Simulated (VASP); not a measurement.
# YScO3 (P6_3/mmc) in VASP: Born charges and dielectric tensor with LDA

Aim: the Born charges and dielectric tensor of YScO3 with LDA.

Program: VASP 6.6.1. These are calculated values, not measurements. Logs are shortened: lines on timing, memory, paths and dates and some standing lists are left out, and cuts for length are marked.

## (1) The structure

It takes space group P6_3/mmc (No. 194, hexagonal). The conventional cell has a = 3.524 Å, b = 3.524 Å, c = 12.062 Å, α = 90.00°, β = 90.00°, γ = 120.00°. Y (site symmetry -3m) has 6 O at 2.26 Å as nearest neighbours. Sc (site symmetry -6m2) has 5 O at 2.03 Å as nearest neighbours. O (site symmetry 3m) is surrounded by 1 Sc at 2.03 Å and 3 Y at 2.26 Å. Around O (site symmetry -6m2) lie 3 Sc at 2.03 Å.

The cell comes from a database or a generator and needn't be the stable form of this composition.

## (2) Born charges and dielectric tensor, LDA

INCAR reads:

```
SYSTEM = YScO3
  PREC = Accurate
  ENCUT = 600
  EDIFF = 1E-8
  ISMEAR = 0
  SIGMA = 0.02
  LREAL = .False.
  LASPH = .True.
  NELM = 60
  ALGO = Normal
  ISIF = 2
  LWAVE = .False.
  LCHARG = .False.
  GGA = CA
  LEPSILON = .True.
  IBRION = 8
  NSW = 1
```

KPOINTS reads:

```
regular mesh
0
Gamma
  6 6 2
  0 0 0
```

POSCAR reads:

```
YScO3
1.0
    3.5236600000      0.0000000000      0.0000000000
   -1.7618300000      3.0515800000      0.0000000000
    0.0000000000      0.0000000000     12.0616300000
Y Sc O
2 2 6
Direct
    0.0000000000      0.0000000000      0.5000000000
    0.0000000000      0.0000000000      0.0000000000
    0.6666700000      0.3333300000      0.7500000000
    0.3333300000      0.6666700000      0.2500000000
    0.6666700000      0.3333300000      0.5816900000
    0.6666700000      0.3333300000      0.9183100000
    0.0000000000      0.0000000000      0.7500000000
    0.0000000000      0.0000000000      0.2500000000
    0.3333300000      0.6666700000      0.4183100000
    0.3333300000      0.6666700000      0.0816900000
```

Potentials or basis: VASP PAW LDA potentials, release 64 (Y_sv, Sc_sv, O).

Command:

```console
> cat potpaw_LDA.64/Y_sv/POTCAR potpaw_LDA.64/Sc_sv/POTCAR potpaw_LDA.64/O/POTCAR > POTCAR
> mpirun -np 1 vasp_std > vasp.out
```

OUTCAR:

```text
SYSTEM = YScO3
   PREC = Accurate
   ENCUT = 600
   EDIFF = 1E-8
   ISMEAR = 0
   LREAL = .False.
   LASPH = .True.
   NELM = 60
   ISIF = 2
   GGA = CA
   LEPSILON = .True.
   IBRION = 8
   NSW = 1

 ion  position               nearest neighbor table
   1  0.000  0.000  0.500-   5 2.26   9 2.26   5 2.26   9 2.26   5 2.26   9 2.26   8 3.02   7 3.02
                             3 3.64   4 3.64   4 3.64   3 3.64   3 3.64   4 3.64
   2  0.000  0.000  0.000-   6 2.26  10 2.26   6 2.26  10 2.26   6 2.26  10 2.26   8 3.02   7 3.02
                             3 3.64   4 3.64   4 3.64   3 3.64   3 3.64   4 3.64
   3  0.667  0.333  0.750-   5 2.03   6 2.03   7 2.03   7 2.03   7 2.03   1 3.64   2 3.64   2 3.64
                             1 3.64   2 3.64   1 3.64
   4  0.333  0.667  0.250-   9 2.03  10 2.03   8 2.03   8 2.03   8 2.03   1 3.64   2 3.64   2 3.64
                             1 3.64   2 3.64   1 3.64
   5  0.667  0.333  0.582-   3 2.03   1 2.26   1 2.26   1 2.26
   6  0.667  0.333  0.918-   3 2.03   2 2.26   2 2.26   2 2.26
   7  0.000  0.000  0.750-   3 2.03   3 2.03   3 2.03   1 3.02   2 3.02
   8  0.000  0.000  0.250-   4 2.03   4 2.03   4 2.03   1 3.02   2 3.02
   9  0.333  0.667  0.418-   4 2.03   1 2.26   1 2.26   1 2.26
  10  0.333  0.667  0.082-   4 2.03   2 2.26   2 2.26   2 2.26

  LATTYP: Found a hexagonal cell.
 ALAT       =     3.5236600000
 C/A-ratio  =     3.4230402479

  Lattice vectors:

 A1 = (   3.5236600000,   0.0000000000,   0.0000000000)
 A2 = (  -1.7618300000,   3.0515800000,   0.0000000000)
 A3 = (   0.0000000000,   0.0000000000,  12.0616300000)

Analysis of symmetry for initial positions (statically):
[... 1602 lines left out ...]
  1Z     0.001231   -0.000711  -14.860389    0.001254   -0.000724    4.499840   -0.002913    0.001682    4.375609   -0.002913    0.001682    4.375609   -0.001774    0.001024    6.647070   -0.000489    0.000283   -3.171282    0.003934   -0.002271   -2.671122    0.003934   -0.002271   -2.671122   -0.001774    0.001024    6.647070   -0.000489    0.000283   -3.171282
  2X    -0.024098    0.001138   -0.000492   -8.634036    0.002505    0.001072    0.054652    0.000402   -0.001076    0.054652    0.000402   -0.001076   -0.011010    0.000760   -0.000113    4.036220   -0.003512   -0.000204    0.249205    0.000529    0.001104    0.249205    0.000529    0.001104   -0.011010    0.000760   -0.000113    4.036220   -0.003512   -0.000204
  2Y     0.001138   -0.022783    0.000284    0.002505   -8.631149   -0.000619    0.000402    0.055116    0.000621    0.000402    0.055116    0.000621    0.000760   -0.010133    0.000066   -0.003512    4.032167    0.000118    0.000529    0.249816   -0.000637    0.000529    0.249816   -0.000637    0.000760   -0.010133    0.000066   -0.003512    4.032167    0.000118
  2Z    -0.001254    0.000724    4.499840   -0.001231    0.000711  -14.860389    0.002913   -0.001682    4.375609    0.002913   -0.001682    4.375609    0.000489   -0.000283   -3.171282    0.001774   -0.001024    6.647070   -0.003934    0.002271   -2.671122   -0.003934    0.002271   -2.671122    0.000489   -0.000283   -3.171282    0.001774   -0.001024    6.647070
  3X     0.081732    0.000580   -0.000163    0.081732    0.000580    0.000163  -11.052371    0.004388    0.000000   -0.000432   -0.000594    0.000000    0.232066   -0.000050    0.000094    0.232066   -0.000050   -0.000094   10.362324   -0.004889    0.000000    0.002565   -0.000080    0.000000    0.030158    0.000057   -0.000144    0.030158    0.000057    0.000144
  3Y     0.000580    0.082403    0.000094    0.000580    0.082403   -0.000094    0.004388  -11.047310    0.000000   -0.000594   -0.001117    0.000000   -0.000050    0.232008   -0.000054   -0.000050    0.232008    0.000054   -0.004889   10.356685    0.000000   -0.000080    0.002473    0.000000    0.000057    0.030224    0.000083    0.000057    0.030224   -0.000083
  3Z     0.003052   -0.001762    4.356920   -0.003052    0.001762    4.356920    0.000000    0.000000  -25.461136    0.000000    0.000000    6.052684    0.004484   -0.002589    7.560275   -0.004484    0.002589    7.560275    0.000000   -0.000000    6.649805   -0.000000    0.000000   -2.320549    0.001082   -0.000625   -4.377597   -0.001082    0.000625   -4.377597
  4X     0.081732    0.000580   -0.000163    0.081732    0.000580    0.000163   -0.000432   -0.000594    0.000000  -11.052371    0.004388    0.000000    0.030158    0.000057   -0.000144    0.030158    0.000057    0.000144    0.002565   -0.000080    0.000000   10.362324   -0.004889    0.000000    0.232066   -0.000050    0.000094    0.232066   -0.000050   -0.000094
  4Y     0.000580    0.082403    0.000094    0.000580    0.082403   -0.000094   -0.000594   -0.001117    0.000000    0.004388  -11.047310    0.000000    0.000057    0.030224    0.000083    0.000057    0.030224   -0.000083   -0.000080    0.002473    0.000000   -0.004889   10.356685    0.000000   -0.000050    0.232008   -0.000054   -0.000050    0.232008    0.000054
  4Z     0.003052   -0.001762    4.356920   -0.003052    0.001762    4.356920    0.000000    0.000000    6.052684    0.000000    0.000000  -25.461136    0.001082   -0.000625   -4.377597   -0.001082    0.000625   -4.377597   -0.000000    0.000000   -2.320549    0.000000   -0.000000    6.649805    0.004484   -0.002589    7.560275   -0.004484    0.002589    7.560275
  5X     3.799439    0.000320    0.000486    0.031538    0.000007   -0.001328    0.224246   -0.000268   -0.001092    0.026343    0.000453    0.001145   -7.781601   -0.002918    0.001722    0.165826    0.000444    0.000131    0.979104    0.000206   -0.000317    0.036269    0.000126   -0.000052    2.497918    0.001291   -0.000292    0.020919    0.000338   -0.000403
  5Y     0.000320    3.799811   -0.000280    0.000007    0.031546    0.000767   -0.000268    0.223936    0.000630    0.000453    0.026867   -0.000661   -0.002918   -7.784975   -0.000994    0.000444    0.166338   -0.000076    0.000206    0.979343    0.000183    0.000126    0.036415    0.000030    0.001291    2.499410    0.000169    0.000338    0.021310    0.000233
  5Z    -0.001239    0.000716    6.818548    0.001443   -0.000833   -3.364896    0.005134   -0.002964    7.570246    0.001571   -0.000907   -4.387019   -0.010276    0.005933  -19.934739    0.004387   -0.002533    3.727860   -0.000456    0.000264    1.078813   -0.003338    0.001927    1.702763    0.004717   -0.002724    3.796447   -0.001943    0.001122    2.991977
  6X     0.031538    0.000007    0.001328    3.799439    0.000320   -0.000486    0.224246   -0.000268    0.001092    0.026343    0.000453   -0.001145    0.165826    0.000444   -0.000131   -7.781601   -0.002918   -0.001722    0.979104    0.000206    0.000317    0.036269    0.000126    0.000052    0.020919    0.000338    0.000403    2.497918    0.001291    0.000292
  6Y     0.000007    0.031546   -0.000767    0.000320    3.799811    0.000280   -0.000268    0.223936   -0.000630    0.000453    0.026867    0.000661    0.000444    0.166338    0.000076   -0.002918   -7.784975    0.000994    0.000206    0.979343   -0.000183    0.000126    0.036415   -0.000030    0.000338    0.021310   -0.000233    0.001291    2.499410   -0.000169
  6Z    -0.001443    0.000833   -3.364896    0.001239   -0.000716    6.818548   -0.005134    0.002964    7.570246   -0.001571    0.000907   -4.387019   -0.004387    0.002533    3.727860    0.010276   -0.005933  -19.934739    0.000456   -0.000264    1.078813    0.003338   -0.001927    1.702763    0.001943   -0.001122    2.991977   -0.004717    0.002724    3.796447
  7X     0.283553   -0.000217    0.000324    0.283553   -0.000217   -0.000324   10.346396   -0.004023    0.000000    0.006599    0.000141    0.000000    0.988606   -0.000236    0.000144    0.988606   -0.000236   -0.000144  -12.992138    0.005581    0.000000    0.006006   -0.000206    0.000000    0.044410   -0.000293    0.000119    0.044410   -0.000293   -0.000119
  7Y    -0.000217    0.283302   -0.000187   -0.000217    0.283302    0.000187   -0.004023   10.341757    0.000000    0.000141    0.006762    0.000000   -0.000236    0.988334   -0.000083   -0.000236    0.988334    0.000083    0.005581  -12.985701    0.000000   -0.000206    0.005768    0.000000   -0.000293    0.044072   -0.000069   -0.000293    0.044072    0.000069
  7Z    -0.004207    0.002429   -2.669876    0.004207   -0.002429   -2.669876   -0.000000    0.000000    6.597076   -0.000000    0.000000   -2.300353   -0.001129    0.000652    1.098245    0.001129   -0.000652    1.098245   -0.000000   -0.000000   -5.417864    0.000000   -0.000000    0.884731   -0.000429    0.000248    1.689836    0.000429   -0.000248    1.689836
  8X     0.283553   -0.000217    0.000324    0.283553   -0.000217   -0.000324    0.006599    0.000141    0.000000   10.346396   -0.004023    0.000000    0.044410   -0.000293    0.000119    0.044410   -0.000293   -0.000119    0.006006   -0.000206    0.000000  -12.992138    0.005581    0.000000    0.988606   -0.000236    0.000144    0.988606   -0.000236   -0.000144
  8Y    -0.000217    0.283302   -0.000187   -0.000217    0.283302    0.000187    0.000141    0.006762    0.000000   -0.004023   10.341757    0.000000   -0.000293    0.044072   -0.000069   -0.000293    0.044072    0.000069   -0.000206    0.005768    0.000000    0.005581  -12.985701    0.000000   -0.000236    0.988334   -0.000083   -0.000236    0.988334    0.000083
  8Z    -0.004207    0.002429   -2.669876    0.004207   -0.002429   -2.669876   -0.000000    0.000000   -2.300353   -0.000000    0.000000    6.597076   -0.000429    0.000248    1.689836    0.000429   -0.000248    1.689836    0.000000   -0.000000    0.884731   -0.000000   -0.000000   -5.417864   -0.001129    0.000652    1.098245    0.001129   -0.000652    1.098245
  9X     3.799439    0.000320    0.000486    0.031538    0.000007   -0.001328    0.026343    0.000453    0.001145    0.224246   -0.000268   -0.001092    2.497918    0.001291   -0.000292    0.020919    0.000338   -0.000403    0.036269    0.000126   -0.000052    0.979104    0.000206   -0.000317   -7.781601   -0.002918    0.001722    0.165826    0.000444    0.000131
  9Y     0.000320    3.799811   -0.000280    0.000007    0.031546    0.000767    0.000453    0.026867   -0.000661   -0.000268    0.223936    0.000630    0.001291    2.499410    0.000169    0.000338    0.021310    0.000233    0.000126    0.036415    0.000030    0.000206    0.979343    0.000183   -0.002918   -7.784975   -0.000994    0.000444    0.166338   -0.000076
  9Z    -0.001239    0.000716    6.818548    0.001443   -0.000833   -3.364896    0.001571   -0.000907   -4.387019    0.005134   -0.002964    7.570246    0.004717   -0.002724    3.796447   -0.001943    0.001122    2.991977   -0.003338    0.001927    1.702763   -0.000456    0.000264    1.078813   -0.010276    0.005933  -19.934739    0.004387   -0.002533    3.727860
 10X     0.031538    0.000007    0.001328    3.799439    0.000320   -0.000486    0.026343    0.000453   -0.001145    0.224246   -0.000268    0.001092    0.020919    0.000338    0.000403    2.497918    0.001291    0.000292    0.036269    0.000126    0.000052    0.979104    0.000206    0.000317    0.165826    0.000444   -0.000131   -7.781601   -0.002918   -0.001722
 10Y     0.000007    0.031546   -0.000767    0.000320    3.799811    0.000280    0.000453    0.026867    0.000661   -0.000268    0.223936   -0.000630    0.000338    0.021310   -0.000233    0.001291    2.499410   -0.000169    0.000126    0.036415   -0.000030    0.000206    0.979343   -0.000183    0.000444    0.166338    0.000076   -0.002918   -7.784975    0.000994
 10Z    -0.001443    0.000833   -3.364896    0.001239   -0.000716    6.818548   -0.001571    0.000907   -4.387019   -0.005134    0.002964    7.570246    0.001943   -0.001122    2.991977   -0.004717    0.002724    3.796447    0.003338   -0.001927    1.702763    0.000456   -0.000264    1.078813   -0.004387    0.002533    3.727860    0.010276   -0.005933  -19.934739

 Eigenvectors and eigenvalues of the dynamical matrix
   1 f  =   21.155194 THz   132.922004 2PiTHz  705.661315 cm-1    87.490813 meV
   2 f  =   19.371170 THz   121.712648 2PiTHz  646.152664 cm-1    80.112684 meV
   3 f  =   19.332220 THz   121.467918 2PiTHz  644.853435 cm-1    79.951600 meV
   4 f  =   15.794027 THz    99.236800 2PiTHz  526.832043 cm-1    65.318819 meV
   5 f  =   15.786564 THz    99.189909 2PiTHz  526.583106 cm-1    65.287955 meV
   6 f  =   15.756214 THz    98.999209 2PiTHz  525.570711 cm-1    65.162434 meV
[... 19 lines left out ...]
  26 f  =    2.638963 THz    16.581094 2PiTHz   88.026334 cm-1    10.913869 meV
  27 f  =    2.631270 THz    16.532759 2PiTHz   87.769730 cm-1    10.882055 meV
  28 f/i=    0.031821 THz     0.199939 2PiTHz    1.061441 cm-1     0.131602 meV
  29 f/i=    0.082696 THz     0.519593 2PiTHz    2.758433 cm-1     0.342002 meV
  30 f/i=    0.086296 THz     0.542212 2PiTHz    2.878518 cm-1     0.356891 meV

 MACROSCOPIC STATIC DIELECTRIC TENSOR IONIC CONTRIBUTION
 ------------------------------------------------------
           8.983938     0.001038    -0.000000
           0.001038     8.985142     0.000000
          -0.000000     0.000000    36.628936
 ------------------------------------------------------

 ELASTIC MODULI CONTR FROM IONIC RELAXATION (kBar)
 Direction    XX          YY          ZZ          XY          YZ          ZX
 --------------------------------------------------------------------------------
 XX        -395.1648    231.9108    203.6560      4.1661      0.0000     -0.0000
 YY         231.9108   -395.7184    204.3530     -4.6451      0.0000      0.0000
 ZZ         203.6560    204.3530   -508.9906      0.6035     -0.0000     -0.0000
 XY           4.1661     -4.6451      0.6035   -314.4504     -0.0000      0.0000
 YZ          -0.0000      0.0000     -0.0000     -0.0000   -142.5345     -0.2147
 ZX          -0.0000      0.0000     -0.0000      0.0000     -0.2147   -161.8416
 --------------------------------------------------------------------------------

 PIEZOELECTRIC TENSOR IONIC CONTR  for field in x, y, z        (C/m^2)
          XX          YY          ZZ          XY          YZ          ZX
  --------------------------------------------------------------------------------
  x     0.00000    -0.00000     0.00000    -0.00000    -0.00000     0.00000
  y     0.00000    -0.00000     0.00000    -0.00000    -0.00000    -0.00000
  z    -0.00000     0.00000    -0.00000    -0.00000     0.00000    -0.00000
```

Wall time 1.7 h (1 thread of Intel Xeon 6975P-C (Granite Rapids), shared host); peak memory 0.91 GiB.

Results:

* Band gap on the k mesh: 3.15 eV, direct
* Electronic dielectric tensor (diagonal): 4.30, 4.30, 4.39
* Born charges (mean of the diagonal): Y +3.92; Sc +3.68; O -2.62, -2.35 e
* Highest phonon frequency at Γ, LO-TO splitting left out: 706 cm⁻¹

Phonon frequencies in cm⁻¹ (negative: imaginary):
```
              q point                                                                                                         frequencies
(0.000, 0.000, 0.000)  -3 -3 -1 88 88 106 113 113 134 134 157 174 326 326 334 334 404 407 412 412 421 421 460 525 526 527 527 645 646 706
```

Electronic dielectric tensor:
```
4.30 0.00 0.00
0.00 4.30 0.00
0.00 0.00 4.39
```

Born effective charge tensors (e):
atom 1, Y
```
4.10 0.00 0.00
0.00 4.10 0.00
0.00 0.00 3.55
```
atom 2, Y
```
4.10 0.00 0.00
0.00 4.10 0.00
0.00 0.00 3.55
```
atom 3, Sc
```
3.34 0.00 0.00
0.00 3.34 0.00
0.00 0.00 4.36
```
atom 4, Sc
```
3.34 0.00 0.00
0.00 3.34 0.00
0.00 0.00 4.36
```
atom 5, O
```
-2.38  0.00  0.00
 0.00 -2.37  0.00
 0.00  0.00 -3.11
```
atom 6, O
```
-2.38  0.00  0.00
 0.00 -2.37  0.00
 0.00  0.00 -3.11
```
atom 7, O
```
-2.69  0.00  0.00
 0.00 -2.69  0.00
 0.00  0.00 -1.68
```
atom 8, O
```
-2.69  0.00  0.00
 0.00 -2.69  0.00
 0.00  0.00 -1.68
```
atom 9, O
```
-2.38  0.00  0.00
 0.00 -2.37  0.00
 0.00  0.00 -3.11
```
atom 10, O
```
-2.38  0.00  0.00
 0.00 -2.37  0.00
 0.00  0.00 -3.11
```
